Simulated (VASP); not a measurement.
A VASP calculation is set up with these files.

File KPOINTS:
```
Automatic mesh
0
Gamma
7 7 7
0 0 0
```

**INCAR**
```
ALGO=Normal
EDIFF=1E-7
ENCUT=520
GGA=PS
ISIF=2
ISMEAR=0
LASPH=.True.
LCHARG=.False.
LMAXMIX=4
LREAL=.False.
LWAVE=.False.
NELM=100
PREC=Accurate
SIGMA=0.05
SYSTEM=SrTe
```

File POSCAR:
```
SrTe
1
    0.0000000000     3.2404596564     3.2404596564
    3.2404596564     0.0000000000     3.2404596564
    3.2404596564     3.2404596564     0.0000000000
Sr Te
1 1
Direct
  0.0000000000   0.0000000000   0.0000000000
  0.5000000000   0.5000000000   0.5000000000
```

POTCAR, in this order: Sr_sv Te (PBE.64 set). Program: vasp_std.

Problem. Translate this PBEsol calculation to Ansatz.

Solution. One equivalent input (not run):
Ansatz 0.2 input:
```yaml
crystal:
  lattice:
    - [0.0000000, 3.2404597, 3.2404597]
    - [3.2404597, 0.0000000, 3.2404597]
    - [3.2404597, 3.2404597, 0.0000000]
  atoms:
    - { symbol: Sr, position: [0.0000000, 0.0000000, 0.0000000] }
    - { symbol: Te, position: [0.5000000, 0.5000000, 0.5000000] }
kpoints:
  mp_grid: { grid: [7, 7, 7] }
hamiltonian:
  xc: pbesol
  pseudopotentials: { kind: paw }
scf:
  occupations: { method: gaussian, width: 0.05 }
  max_iter: 100
output: { forces: true, stress: true, eigenvalues: true }
```
What does not carry over: each code has its own PAW files, so the cut-off isn't converted (ENCUT is set for VASP's; basis.ecutwfc is left out, and Ansatz then takes the one that its files recommend); Ansatz stops its SCF on the density residual and VASP on the energy change (EDIFF).

The compound is SrTe in the rock salt structure. This cell is one point of a volume scan, at 0.94 of the reference volume.
